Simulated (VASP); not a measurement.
VASP input:

POSCAR:
```
GeSe
1
   11.2394950872     0.0000000000     0.0000000000
    0.0000000000     3.9044426985     0.0000000000
    0.0000000000    -0.0000000000     4.4766278725
Ge Se
4 4
Direct
  0.1286963027   0.2500000000   0.1116530923
  0.8713036973   0.7500000000   0.8883469077
  0.3713036973   0.7500000000   0.6116530923
  0.6286963027   0.2500000000   0.3883469077
  0.8533264336   0.2500000000   0.5042469749
  0.1466735664   0.7500000000   0.4957530251
  0.6466735664   0.7500000000   0.0042469749
  0.3533264336   0.2500000000   0.9957530251
```

KPOINTS:
```
Regular mesh
0
gamma
2 4 4
0 0 0
```

INCAR:
```
SYSTEM = GeSe
PREC = Accurate
ENCUT = 400
EDIFF = 1E-6
NELM = 100
ALGO = Normal
LREAL = .FALSE.
LASPH = .TRUE.
ISMEAR = 0
SIGMA = 0.05
GGA = PE
LMAXMIX = 4
LWAVE = .TRUE.
LCHARG = .FALSE.
```

POTCAR, in this order: Ge_d Se (PBE.64 set). Program: vasp_std.

Write an equivalent input for Quantum ESPRESSO's pw.x.

One equivalent input (not run):
```
&CONTROL
  calculation = 'scf'
  pseudo_dir = './pseudo'
  outdir = './out'
  tprnfor = .true.
  tstress = .true.
/
&SYSTEM
  ibrav = 0
  nat = 8
  ntyp = 2
  ecutwfc = 86
  occupations = 'smearing'
  smearing = 'gaussian'
  degauss = 0.003675
  input_dft = 'pbe'
/
&ELECTRONS
  conv_thr = 7.3e-08
  electron_maxstep = 100
/
ATOMIC_SPECIES
  Ge 72.630 Ge.upf
  Se 78.971 Se.upf
CELL_PARAMETERS angstrom
    11.2394951    0.0000000    0.0000000
     0.0000000    3.9044427    0.0000000
     0.0000000   -0.0000000    4.4766279
ATOMIC_POSITIONS crystal
  Ge   0.1286963  0.2500000  0.1116531
  Ge   0.8713037  0.7500000  0.8883469
  Ge   0.3713037  0.7500000  0.6116531
  Ge   0.6286963  0.2500000  0.3883469
  Se   0.8533264  0.2500000  0.5042470
  Se   0.1466736  0.7500000  0.4957530
  Se   0.6466736  0.7500000  0.0042470
  Se   0.3533264  0.2500000  0.9957530
K_POINTS automatic
  2 4 4 0 0 0
```
Limits of the translation: the potentials are each code's own (VASP's PAW set, PseudoDojo norm-conserving files in pw.x), so ENCUT and ecutwfc are chosen apart and not converted; conv_thr bounds pw.x's estimated SCF error, while EDIFF bounds the energy change between steps.

The structure comes from a computed database's GeSe entry (Pnma); how it stands against other phases isn't given here. It was relaxed first.
